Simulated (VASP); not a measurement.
An input for Quantum ESPRESSO's pw.x (written as the equivalent of a VASP run, and not itself run):

```
&CONTROL
  calculation = 'vc-relax'
  pseudo_dir = './pseudo'
  outdir = './out'
  tprnfor = .true.
  tstress = .true.
  nstep = 60
  forc_conv_thr = 0.00039
/
&SYSTEM
  ibrav = 0
  nat = 2
  ntyp = 2
  ecutwfc = 84
  occupations = 'smearing'
  smearing = 'methfessel-paxton'
  degauss = 0.00735
  input_dft = 'pbe'
/
&ELECTRONS
  conv_thr = 7.3e-08
  electron_maxstep = 100
/
&IONS
/
&CELL
/
ATOMIC_SPECIES
  Ti 47.867 Ti.upf
  C 12.011 C.upf
CELL_PARAMETERS angstrom
     0.0000000    2.1650000    2.1650000
     2.1650000    0.0000000    2.1650000
     2.1650000    2.1650000    0.0000000
ATOMIC_POSITIONS crystal
  Ti   0.0000000  0.0000000  0.0000000
  C    0.5000000  0.5000000  0.5000000
K_POINTS automatic
  13 13 13 0 0 0
```

### Question
Translate this input to VASP (INCAR, KPOINTS, POSCAR, choice of POTCAR).

### Answer
This is not unique; one that fits is 
### POSCAR
```
TiC
1
    0.0000000000     2.1650000000     2.1650000000
    2.1650000000     0.0000000000     2.1650000000
    2.1650000000     2.1650000000     0.0000000000
Ti C
1 1
Direct
  0.0000000000   0.0000000000   0.0000000000
  0.5000000000   0.5000000000   0.5000000000
```

KPOINTS:
```
Automatic mesh
0
Gamma
13 13 13
0 0 0
```

### INCAR
```
SYSTEM = TiC
PREC = Accurate
ENCUT = 520
EDIFF = 1E-6
NELM = 100
ALGO = Normal
LREAL = .FALSE.
LASPH = .TRUE.
ISMEAR = 1
SIGMA = 0.1
GGA = PE
LMAXMIX = 4
LWAVE = .FALSE.
LCHARG = .FALSE.
IBRION = 2
ISIF = 3
NSW = 60
EDIFFG = -0.01
```

POTCAR, in this order: Ti_sv C (PBE.64 set). Program: vasp_std.

What does not carry over: the potentials are each code's own (VASP's PAW set, PseudoDojo norm-conserving files in pw.x), so ENCUT and ecutwfc are chosen apart and not converted; conv_thr bounds pw.x's estimated SCF error, while EDIFF bounds the energy change between steps; forc_conv_thr acts on force components and is met together with etot_conv_thr.

The compound is TiC in the rock salt structure. This run relaxes it. Symmetry was kept, so distortions that lower it aren't found.
